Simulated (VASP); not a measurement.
An input for Quantum ESPRESSO's pw.x (written as the equivalent of a VASP run, and not itself run):

```
&CONTROL
  calculation = 'scf'
  pseudo_dir = './pseudo'
  outdir = './out'
  tprnfor = .true.
  tstress = .true.
/
&SYSTEM
  ibrav = 0
  nat = 8
  ntyp = 3
  ecutwfc = 102
  occupations = 'smearing'
  smearing = 'gaussian'
  degauss = 0.000735
  input_dft = 'pz'
/
&ELECTRONS
  conv_thr = 7.3e-08
  electron_maxstep = 100
/
ATOMIC_SPECIES
  Cd 112.414 Cd.upf
  Sn 118.710 Sn.upf
  F 18.998 F.upf
CELL_PARAMETERS angstrom
     2.6274800    1.5169760    4.9500630
    -2.6274800    1.5169760    4.9500630
     0.0000000   -3.0339530    4.9500630
ATOMIC_POSITIONS crystal
  Cd   0.5000000  0.5000000  0.5000000
  Sn   0.0000000  0.0000000  0.0000000
  F    0.7679400  0.3798770  0.0854600
  F    0.2320600  0.6201230  0.9145400
  F    0.0854600  0.7679400  0.3798770
  F    0.9145400  0.2320600  0.6201230
  F    0.3798770  0.0854600  0.7679400
  F    0.6201230  0.9145400  0.2320600
K_POINTS automatic
  5 5 5 0 0 0
```

Q: Translate this input to VASP (INCAR, KPOINTS, POSCAR, choice of POTCAR).

A: Several could match; the one computed here: 
**INCAR**
```
! general
SYSTEM =CdSnF6
PREC   =Accurate
ENCUT  =400   ! plane-wave cut-off (eV)
LREAL  =F   ! projection in real space or not
LASPH  =T   ! aspherical one-centre terms

! electronic loop
EDIFF  =1E-6
NELM   =100
ALGO   =Normal
LMAXMIX=4   ! l cut-off of mixed one-centre charges

! smearing
ISMEAR =0   ! Gaussian
SIGMA  =0.01

! ions
ISIF   =2   ! forces and stress, cell fixed

! output
LWAVE  =F
LCHARG =F
```

KPOINTS:
```
Regular mesh
0
Gamma
  5 5 5
```

### POSCAR
```
CdSnF6
9.9001260
  0.2653986424   0.1532279488   0.5000000000
 -0.2653986424   0.1532279488   0.5000000000
  0.0000000000  -0.3064559986   0.5000000000
Cd Sn F
1 1 6
Cartesian
  0.0000000000  -0.0000000505   0.7500000000
  0.0000000000   0.0000000000   0.0000000000
  0.1029913934   0.1496879149   0.6166385000
 -0.1029913934  -0.1496880159   0.8833615000
 -0.1811292655   0.0143491461   0.6166385000
  0.1811292655  -0.0143492471   0.8833615000
  0.0781378721  -0.1640371856   0.6166385000
 -0.0781378721   0.1640370846   0.8833615000
```

POTCAR, in this order: Cd Sn_d F (LDA.64 set). Program: vasp_std.

What does not carry over: the potentials are each code's own (VASP's PAW set, PseudoDojo norm-conserving files in pw.x), so ENCUT and ecutwfc are chosen apart and not converted; conv_thr bounds pw.x's estimated SCF error, while EDIFF bounds the energy change between steps.

The structure comes from a computed database's CdSnF6 entry; how it stands against other phases isn't given here. The cell was not relaxed at this level.
